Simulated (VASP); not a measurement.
An input for Quantum ESPRESSO's pw.x (written as the equivalent of a VASP run, and not itself run):

```
&CONTROL
  calculation = 'vc-relax'
  pseudo_dir = './pseudo'
  outdir = './out'
  tprnfor = .true.
  tstress = .true.
  nstep = 40
  forc_conv_thr = 0.00078
/
&SYSTEM
  ibrav = 0
  nat = 3
  ntyp = 2
  ecutwfc = 84
  occupations = 'smearing'
  smearing = 'methfessel-paxton'
  degauss = 0.00735
  input_dft = 'pbesol'
/
&ELECTRONS
  conv_thr = 7.3e-08
  electron_maxstep = 100
/
&IONS
/
&CELL
  press = 200
/
ATOMIC_SPECIES
  Ti 47.867 Ti.upf
  B 10.810 B.upf
CELL_PARAMETERS angstrom
     1.4803009   -2.5639564   -0.0000000
     1.4803009    2.5639564    0.0000000
     0.0000000   -0.0000000    3.0968487
ATOMIC_POSITIONS crystal
  Ti   0.0000000  0.0000000  0.0000000
  B    0.3333330  0.6666670  0.5000000
  B    0.6666670  0.3333330  0.5000000
K_POINTS automatic
  12 12 10 0 0 0
```

Q: Translate this input to VASP (INCAR, KPOINTS, POSCAR, choice of POTCAR).

A: Several could match; the one computed here: 
**KPOINTS**
```
Automatic mesh
0
Gamma
12 12 10
0 0 0
```

File POSCAR:
```
TiB2
1.0
  1.4803009215  -2.5639564373   0.0000000000
  1.4803009215   2.5639564373   0.0000000000
  0.0000000000   0.0000000000   3.0968487450
Ti B
1 2
Direct
  0.0000000000   0.0000000000   0.0000000000
  0.3333330000   0.6666670000   0.5000000000
  0.6666670000   0.3333330000   0.5000000000
```

**INCAR**
```
# general
SYSTEM =TiB2
PREC   =Accurate
ENCUT  =620
LREAL  =.FALSE.   # projection in real space or not
LASPH  =.TRUE.   # aspherical one-centre terms

# electronic loop
EDIFF  =1E-6   # SCF stop (eV)
NELM   =100
ALGO   =Normal
LMAXMIX=4   # l cut-off of mixed one-centre charges

# smearing
ISMEAR =1   # Methfessel-Paxton
SIGMA  =0.1   # width (eV)

# functional
GGA    =PS

# ions
IBRION =2   # conjugate gradients
NSW    =40
ISIF   =3
EDIFFG =-0.02
PSTRESS=200

# output
LWAVE  =.FALSE.
LCHARG =.FALSE.
```

POTCAR, in this order: Ti_sv B (PBE.64 set). Program: vasp_std.

Limits of the translation: the potentials are each code's own (VASP's PAW set, PseudoDojo norm-conserving files in pw.x), so ENCUT and ecutwfc are chosen apart and not converted; conv_thr bounds pw.x's estimated SCF error, while EDIFF bounds the energy change between steps; forc_conv_thr acts on force components and is met together with etot_conv_thr.

The compound is TiB2 in the AlB2 type structure. It was relaxed first under an external pressure of 20 GPa.
